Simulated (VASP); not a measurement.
Crystal: La.

```
La
1.0
     3.79631    0.00000    0.00000
    -1.89816    3.28770    0.00000
     0.00000    0.00000   12.04126
La
4
Direct
  0.00000 0.00000 0.00000
  0.00000 0.00000 0.50000
  0.33333 0.66667 0.25000
  0.66667 0.33333 0.75000
```

| Quantity | Value |
| --- | --- |
| Program | VASP 6.6.1 |
| Task | relaxation of cell and atoms |
| Functional | r2SCAN |
| Dispersion | rVV10 |
| Potentials or basis | VASP PAW PBE potentials, release 64 (La) |
| Cutoff | 600 eV |
| k mesh | 12 × 12 × 4 |
| Occupations | gaussian, width 0.1 eV |
| Spin | no spin polarisation |

At the start: pressure -0.7 GPa; volume 37.57 Å³/atom.

**Question.** Where does the relaxation end?

**Answer.** Over 6 steps the energy falls by 2.5 meV/atom and the volume is 36.49 Å³/atom (-2.9 %); space group P6_3/mmc (No. 194, to 0.05 Å).

Step by step:
| step | energy change (eV) | largest force (eV/Å) | pressure (GPa) | volume (Å³) |
| --- | --- | --- | --- | --- |
| 1 | 0.0000 | 0.0000 | -0.68 | 150.29 |
| 2 | -0.0095 | 0.0000 | -0.15 | 146.85 |
| 3 | -0.0100 | 0.0000 | 0.02 | 145.79 |
| 4 | -0.0100 | 0.0000 | 0.00 | 145.88 |
| 5 | -0.0101 | 0.0000 | -0.01 | 145.92 |
| 6 | -0.0102 | 0.0000 | -0.01 | 145.95 |

Final structure:
```cif
data_structure
_symmetry_space_group_name_H-M 'P 1'
_symmetry_Int_Tables_number 1
_cell_length_a 3.7501
_cell_length_b 3.7501
_cell_length_c 11.9841
_cell_angle_alpha 90.000
_cell_angle_beta 90.000
_cell_angle_gamma 120.000
_cell_volume 145.95
loop_
_atom_site_label
_atom_site_type_symbol
_atom_site_fract_x
_atom_site_fract_y
_atom_site_fract_z
_atom_site_occupancy
La1 La 0.00000 0.00000 0.00000 1
La2 La 0.00000 0.00000 0.50000 1
La3 La 0.33333 0.66667 0.25000 1
La4 La 0.66667 0.33333 0.75000 1
```

Caveat: the PAW data sets were made with another functional, which shifts forces and pressure a little.
